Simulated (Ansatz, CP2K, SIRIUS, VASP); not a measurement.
# NbCu: energy against volume and a worked fit

```
CELL_PARAMETERS angstrom
3.62351 0.00000 0.00000
1.81176 3.13805 0.00000
1.81176 1.04602 2.95859
ATOMIC_POSITIONS crystal
Nb 0.00000 0.00000 0.00000
Cu 0.50000 0.50000 0.50000
```

The cell comes from a database or a generator and needn't be the stable form of this composition.

The cell was scaled at fixed shape and fractions and run with CP2K, POTENTIAL_UZH Nb GTH-PBE-q13, Cu GTH-PBE-q11; TZVP-MOLOPT-PBE-GTH basis; PBE, k mesh 9 × 9 × 9 on the cell of 2 atoms, fermi-dirac occupations of 0.05 eV, no spin polarisation, no spin-orbit coupling. Energies are those that the program minimises, any entropy of the smearing included. For a metal such a mesh isn't converged to the digits shown.

| V (Å³/atom) | energy over the lowest row (meV/atom) |
| --- | --- |
| 15.8115 | 40.58 |
| 16.1479 | ? |
| 16.4843 | 6.35 |
| 16.8207 | 0.00 |
| 17.1571 | 0.21 |
| 17.4935 | 6.01 |
| 17.8299 | 16.81 |

Question: Fit the third-order Birch-Murnaghan form, give V0, B0 and B′, and predict the energy left open.

Answer: With y = (V0/V)^(2/3), E = E0 + (9 V0 B0/16) [(y - 1)³ B′ + (y - 1)² (6 - 4y)]. Least squares through the rows shown give V0 = 16.9814 Å³/atom, E0 = -0.61 meV, B0 = 143.9 GPa (1 eV/Å³ = 160.218 GPa) and B′ = 4.43, with a largest miss of 0.08 meV, so B0 and B′ are loose. At V = 16.1479 the form with these constants gives 19.51 meV; the run gave 19.62 meV an atom. Other set-ups at this level, from all their volumes (Å³/atom, GPa): Ansatz, Ansatz PAW (earlier soft set): V0 16.820, B0 143.8; SIRIUS, all-electron FP-LAPW, apw+lo standard: V0 16.814, B0 144.1; VASP, PBE PAW files Cu, Nb_sv, 520 eV: V0 16.828, B0 142.6.
